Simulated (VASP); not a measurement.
Consider the following.

```
CELL_PARAMETERS angstrom
     -1.93505     1.93505     4.87403
      1.93505    -1.93505     4.87403
      1.93505     1.93505    -4.87403
ATOMIC_POSITIONS crystal
  Ti 0.75000 0.25000 0.50000
  Ti 0.00000 0.00000 0.00000
  O  0.54168 0.04168 0.50000
  O  0.79168 0.79168 0.00000
  O  0.20832 0.20832 0.00000
  O  0.95832 0.45832 0.50000
```

Calculation: PBE GGA with D3 dispersion (Becke-Johnson damping), VASP's PBE PAW potentials (set 64) (plane waves; VASP). Run with 520 eV cut-off, 8×8×8 Γ-centred mesh, Gaussian smearing of 0.050 eV, potentials Ti_sv O.

Question: The ions and cell shape at fixed volume are relaxed. What does this cell relax into?

Answer: 
```
CELL_PARAMETERS angstrom
     -1.91591     1.91591     4.97190
      1.91591    -1.91591     4.97190
      1.91591     1.91591    -4.97190
ATOMIC_POSITIONS crystal
  Ti 0.75000 0.25000 0.50000
  Ti 0.00000 0.00000 0.00000
  O  0.54620 0.04620 0.50000
  O  0.79620 0.79620 0.00000
  O  0.20380 0.20380 0.00000
  O  0.95380 0.45380 0.50000
```
Space group I4_1/amd (141), at a tolerance of 0.03 Å.

Question: How much energy does the relaxation gain?

Answer: The energy (σ→0) changes by -4.3 meV/atom, in 6 ionic steps.

The compound is TiO2 in the anatase structure, one of several forms; rutile is the usual stable one. This cell is one point of a volume scan, at 1.06 of the reference volume. Symmetry was kept, so distortions that lower it aren't found.
